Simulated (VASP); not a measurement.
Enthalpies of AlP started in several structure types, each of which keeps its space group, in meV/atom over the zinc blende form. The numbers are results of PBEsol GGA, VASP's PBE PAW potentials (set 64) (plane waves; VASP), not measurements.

| P (GPa) | CsCl type | wurtzite | zinc blende | NiAs type |
|---|---|---|---|---|
| 0 | 628 | 3 | 0 | 169 |
| 5 | 458 | 4 | 0 | 33 |
| 10 | 298 | 4 | 0 | -93 |
| 20 | 0 | 3 | 0 | -323 |
| 30 | -286 | 3 | 0 | -532 |
| 45 | -666 | 3 | 0 | -817 |

Task: Which of these forms is stable at each pressure?

Result: The zinc blende form is lowest at zero pressure; NiAs type takes over from zinc blende near 6 GPa (by linear interpolation, static lattice, among these forms alone).

Structures that changed their space group on the way, and pressures that one of them lacks, are left out.
